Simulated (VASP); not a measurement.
Given:

```
CELL_PARAMETERS angstrom
      0.00000     2.57844     2.57844
      2.57844     0.00000     2.57844
      2.57844     2.57844     0.00000
ATOMIC_POSITIONS crystal
  Mg 0.00000 0.00000 0.00000
  S  0.50000 0.50000 0.50000
```

Method: optB88-vdW, VASP's PBE PAW potentials (set 64) (plane waves; VASP). Run with 520 eV cut-off, 9×9×9 Γ-centred mesh, Gaussian smearing of 0.050 eV, potentials Mg S.

Estimate the energy per atom (σ→0), pressure.

```
Quantity                        Value
---------------------  --------------
energy per atom (σ→0)  -2.848 eV/atom
pressure                     2.41 GPa
```

The compound is MgS in the rock salt structure. This cell is one point of a volume scan, at 0.97 of the reference volume.
